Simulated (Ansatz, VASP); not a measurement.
## One calculation of Li6ZrN, two programs

INCAR

```
SYSTEM = Li6ZrN
  PREC = Accurate
  ENCUT = 520
  EDIFF = 1E-6
  ISMEAR = 0
  SIGMA = 0.2
  LREAL = Auto
  LASPH = .True.
  NELM = 60
  ALGO = Normal
  ISIF = 2
  LWAVE = .False.
  LCHARG = .False.
  GGA = PE
  NBANDS = 49
```

KPOINTS

```
regular mesh
0
Gamma
  6 6 1
  0 0 0
```

Contents of POSCAR:

```
Li6ZrN
1.0
    3.2168257527      0.0000000000      0.0000000000
    0.0000000000      3.2168257527      0.0000000000
    0.0000000000      0.0000000000     27.7553005643
Li Zr N
12 2 2
Direct
    0.0000000000      0.5000000000      0.8203071962
    0.0000000000      0.5000000000      0.6773423388
    0.5000000000      0.0000000000      0.1796928038
    0.5000000000      0.0000000000      0.3226576612
    0.5000000000      0.0000000000      0.8868985762
    0.0000000000      0.5000000000      0.1131014238
    0.5000000000      0.0000000000      0.7473800774
    0.5000000000      0.0000000000      0.6063332675
    0.5000000000      0.0000000000      0.4648778288
    0.0000000000      0.5000000000      0.3936667325
    0.0000000000      0.5000000000      0.2526199226
    0.0000000000      0.5000000000      0.5351221712
    0.5000000000      0.0000000000      0.0399978558
    0.0000000000      0.5000000000      0.9600021442
    0.5000000000      0.0000000000      0.9599360555
    0.0000000000      0.5000000000      0.0400639445
```

Input for Ansatz:

```yaml
crystal:
  lattice:
    - [3.2168257527, 0.0, 0.0]
    - [0.0, 3.2168257527, 0.0]
    - [0.0, 0.0, 27.7553005643]
  atoms:
    - { symbol: Li, position: [0.0, 0.5, 0.8203071962] }
    - { symbol: Li, position: [0.0, 0.5, 0.6773423388] }
    - { symbol: Li, position: [0.5, 0.0, 0.1796928038] }
    - { symbol: Li, position: [0.5, 0.0, 0.3226576612] }
    - { symbol: Li, position: [0.5, 0.0, 0.8868985762] }
    - { symbol: Li, position: [0.0, 0.5, 0.1131014238] }
    - { symbol: Li, position: [0.5, 0.0, 0.7473800774] }
    - { symbol: Li, position: [0.5, 0.0, 0.6063332675] }
    - { symbol: Li, position: [0.5, 0.0, 0.4648778288] }
    - { symbol: Li, position: [0.0, 0.5, 0.3936667325] }
    - { symbol: Li, position: [0.0, 0.5, 0.2526199226] }
    - { symbol: Li, position: [0.0, 0.5, 0.5351221712] }
    - { symbol: Zr, position: [0.5, 0.0, 0.0399978558] }
    - { symbol: Zr, position: [0.0, 0.5, 0.9600021442] }
    - { symbol: "N", position: [0.5, 0.0, 0.9599360555] }
    - { symbol: "N", position: [0.0, 0.5, 0.0400639445] }
basis:
  ecutwfc: 420
kpoints:
  mp_grid: { grid: [6, 6, 1] }
hamiltonian:
  xc: pbe
scf:
  occupations: { method: gaussian, width: 0.2 }
  lower_state_search: "off"
output:
  forces: true
  stress: true
  eigenvalues: true
```

Alike in both runs: task single point; functional PBE; k mesh 6 × 6 × 1; occupations gaussian, width 0.2 eV; no spin polarisation.

```csv
,VASP,Ansatz
version,VASP 6.6.1,Ansatz 0.2.0
potentials or method,"VASP PAW PBE potentials, release 64 (Li_sv, Zr_sv, N)","scalar-relativistic, plane waves, PAW"
plane-wave cutoff (eV),520,420
valence electrons in the cell,70,70
```

|  | VASP | Ansatz | Ansatz less VASP |
| --- | --- | --- | --- |
| gap on the k mesh at the Fermi level (eV) | none | none | - |
| rms of the force components (eV/Å) | 0.029 | 0.029 | 0.0000 |

Atom by atom the forces differ by 0.004 eV/Å (rms over components). A gap of «none» marks a metal or a gap that the smearing closes. The functional is the same, so the differences come from potentials, cutoffs and numerics.
